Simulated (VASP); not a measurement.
Method: r2SCAN meta-GGA, VASP's PBE PAW potentials (set 64) (plane waves; VASP 6.6.1).

Input for VASP

### POSCAR
```
GaAs
1
    0.0000000000     2.8250000000     2.8250000000
    2.8250000000     0.0000000000     2.8250000000
    2.8250000000     2.8250000000     0.0000000000
Ga As
1 1
Direct
  0.0000000000   0.0000000000   0.0000000000
  0.2500000000   0.2500000000   0.2500000000
```

KPOINTS:
```
Automatic mesh
0
Gamma
7 7 7
0 0 0
```

### INCAR
```
# general
SYSTEM  = GaAs
PREC    = Accurate
ENCUT   = 520
LREAL   = .False.
LASPH   = .True.

# electronic loop
EDIFF   = 1E-6
NELM    = 100
ALGO    = Normal
LMAXMIX = 4
LMIXTAU = .True.

# smearing
ISMEAR  = 0
SIGMA   = 0.05

# functional
METAGGA = R2SCAN

# ions
IBRION  = 2
NSW     = 60
ISIF    = 3
EDIFFG  = -0.01

# output
LWAVE   = .False.
LCHARG  = .False.
```

POTCAR, in this order: Ga_d As (PBE.64 set). Program: vasp_std.

Output of the run:

### OSZICAR
```
       N       E                     dE             d eps       ncg     rms          rms(c)
DAV:   1     0.646285062216E+02    0.64629E+02   -0.97746E+03   528   0.192E+03
DAV:   2    -0.225674805810E+02   -0.87196E+02   -0.84794E+02   550   0.338E+02
DAV:   3    -0.290128801048E+02   -0.64454E+01   -0.64091E+01   655   0.779E+01
DAV:   4    -0.291241909978E+02   -0.11131E+00   -0.11127E+00   599   0.114E+01
DAV:   5    -0.291261772000E+02   -0.19862E-02   -0.19861E-02   658   0.127E+00    0.319E+00
DAV:   6    -0.270011406966E+02    0.21250E+01   -0.61082E-01   605   0.175E+01    0.194E+00
DAV:   7    -0.271095215542E+02   -0.10838E+00   -0.35091E-01   610   0.780E+00    0.911E-01
DAV:   8    -0.270189616592E+02    0.90560E-01   -0.13702E-01   535   0.522E+00    0.370E-01
DAV:   9    -0.269578429675E+02    0.61119E-01   -0.24084E-01   525   0.479E+00    0.217E-01
DAV:  10    -0.269569460235E+02    0.89694E-03   -0.81294E-02   520   0.283E+00    0.740E-02
DAV:  11    -0.270444015288E+02   -0.87456E-01   -0.49524E-02   520   0.206E+00    0.625E-02
DAV:  12    -0.270436025670E+02    0.79896E-03   -0.10640E-03   710   0.323E-01    0.313E-02
DAV:  13    -0.270467084741E+02   -0.31059E-02   -0.80154E-04   525   0.324E-01    0.156E-02
DAV:  14    -0.270473109661E+02   -0.60249E-03   -0.46410E-04   545   0.289E-01    0.560E-03
DAV:  15    -0.270474234338E+02   -0.11247E-03   -0.10422E-04   525   0.137E-01    0.775E-03
DAV:  16    -0.270474418622E+02   -0.18428E-04   -0.28902E-06   670   0.189E-02    0.489E-03
DAV:  17    -0.270474461359E+02   -0.42737E-05   -0.58756E-07   360   0.963E-03    0.183E-03
DAV:  18    -0.270474529728E+02   -0.68370E-05   -0.28041E-06   525   0.197E-02    0.422E-04
DAV:  19    -0.270474530170E+02   -0.44117E-07   -0.68703E-08   260   0.307E-03
   1 F= -.27047453E+02 E0= -.27047453E+02  d E =-.270475E+02
       N       E                     dE             d eps       ncg     rms          rms(c)
DAV:   1    -0.270820414169E+02   -0.34588E-01   -0.46756E-01   670   0.147E+01    0.107E+00
DAV:   2    -0.270555895283E+02    0.26452E-01   -0.44222E-02   635   0.491E+00    0.509E-01
DAV:   3    -0.270482544155E+02    0.73351E-02   -0.95404E-03   625   0.228E+00    0.105E-01
DAV:   4    -0.270472533424E+02    0.10011E-02   -0.30893E-03   597   0.894E-01    0.292E-02
DAV:   5    -0.270481039556E+02   -0.85061E-03   -0.39195E-04   520   0.259E-01    0.269E-02
DAV:   6    -0.270481053675E+02   -0.14119E-05   -0.78213E-06   660   0.283E-02    0.269E-02
DAV:   7    -0.270481060925E+02   -0.72501E-06   -0.23549E-07   320   0.513E-03
   2 F= -.27048106E+02 E0= -.27048106E+02  d E =-.653075E-03
       N       E                     dE             d eps       ncg     rms          rms(c)
DAV:   1    -0.270524805620E+02   -0.43752E-02   -0.58590E-02   660   0.520E+00    0.386E-01
DAV:   2    -0.270493508038E+02    0.31298E-02   -0.62703E-03   625   0.203E+00    0.181E-01
DAV:   3    -0.270482458461E+02    0.11050E-02   -0.11305E-03   645   0.808E-01    0.431E-02
DAV:   4    -0.270475895856E+02    0.65626E-03   -0.12786E-03   530   0.526E-01    0.111E-02
DAV:   5    -0.270484443595E+02   -0.85477E-03   -0.36340E-04   520   0.259E-01    0.529E-03
DAV:   6    -0.270484428689E+02    0.14906E-05   -0.20842E-06   587   0.136E-02    0.366E-03
DAV:   7    -0.270484464883E+02   -0.36193E-05   -0.33132E-06   525   0.237E-02    0.745E-04
DAV:   8    -0.270484433410E+02    0.31473E-05   -0.26958E-06   525   0.198E-02    0.123E-03
DAV:   9    -0.270484453596E+02   -0.20186E-05   -0.68442E-07   350   0.933E-03    0.554E-04
DAV:  10    -0.270484453251E+02    0.34534E-07   -0.26482E-08   260   0.264E-03
   3 F= -.27048445E+02 E0= -.27048445E+02  d E =-.992308E-03
```

OUTCAR:
```
------------------------ aborting loop because EDIFF is reached ----------------------------------------
  FORCE on cell =-STRESS in cart. coord.  units (eV):
  Direction    XX          YY          ZZ          XY          YZ          ZX
  --------------------------------------------------------------------------------------
  Total        0.0019119      0.0019119      0.0019119      0.0000000      0.0000000      0.0000000
  in kB        0.0672736      0.0672736      0.0672736      0.0000000      0.0000000      0.0000000
  external PRESSURE =       0.0672736 kB  Pullay stress =       0.0000000 kB
  volume of cell :       45.53
      direct lattice vectors                 reciprocal lattice vectors
     0.000000000  2.834214034  2.834214034    -0.176415752  0.176415752  0.176415752
     2.834214034  0.000000000  2.834214034     0.176415752 -0.176415752  0.176415752
     2.834214034  2.834214034 -0.000000000     0.176415752  0.176415752 -0.176415752
  FREE ENERGIE OF THE ION-ELECTRON SYSTEM (eV)
  ---------------------------------------------------
  free  energy   TOTEN  =       -27.0484453251 eV

  energy  without entropy=      -27.0484453251  energy(sigma->0) =      -27.04844533

 reached required accuracy - stopping structural energy minimisation
```
(Selected blocks of OUTCAR.)

File CONTCAR:
```
GaAs
   1.00000000000000
     0.0000000000000000    2.8342140342348308    2.8342140342348308
     2.8342140342348308    0.0000000000000000    2.8342140342348308
     2.8342140342348308    2.8342140342348308   -0.0000000000000000
  Ga              As
     1     1
Direct
     0.0000000000000000    0.0000000000000000    0.0000000000000000
     0.2500000000000000    0.2500000000000000    0.2500000000000000
```

File OUTCAR:
```
 val. band max:        3.6079551159   @ k =   0.0000   0.0000   0.0000

 cond. band min:       4.5411867168   @ k =   0.0000   0.0000   0.0000


 Fermi energy:         3.8270538472

 k-point     1 :       0.0000    0.0000    0.0000
  band No.  band energies     occupation
      1     -11.6173      2.00000
      2     -11.6173      2.00000
      3     -11.6173      2.00000
      4     -11.5299      2.00000
      5     -11.5299      2.00000
      6      -9.5448      2.00000
      7       3.6079      2.00000
      8       3.6080      2.00000
      9       3.6080      2.00000
     10       4.5412      0.00000
     11       7.6452      0.00000
     12       7.6454      0.00000
     13       7.6454      0.00000

 k-point     2 :       0.1429    0.0000    0.0000
  band No.  band energies     occupation
      1     -11.6361      2.00000
      2     -11.6126      2.00000
      3     -11.6125      2.00000
      4     -11.5301      2.00000
      5     -11.5301      2.00000
      6      -9.2975      2.00000
      7       1.3590      2.00000
      8       3.3069      2.00000
      9       3.3069      2.00000
     10       5.5795      0.00000
     11       8.0905      0.00000
     12       8.0906      0.00000
     13       8.3612      0.00000

 k-point     3 :       0.2857    0.0000    0.0000
  band No.  band energies     occupation
      1     -11.6731      2.00000
      2     -11.6032      2.00000
      3     -11.6032      2.00000
      4     -11.5291      2.00000
      5     -11.5291      2.00000
      6      -8.6284      2.00000
      7      -1.1532      2.00000
      8       2.7957      2.00000
      9       2.7957      2.00000
     10       5.2952      0.00000
     11       8.6150      0.00000
     12       8.6151      0.00000
     13      10.6247      0.00000

 k-point     4 :       0.4286    0.0000    0.0000
  band No.  band energies     occupation
      1     -11.6991      2.00000
      2     -11.5973      2.00000
      3     -11.5972      2.00000
...
```

The compound is GaAs in the zinc blende structure. This run relaxes it. Symmetry was kept, so distortions that lower it aren't found.
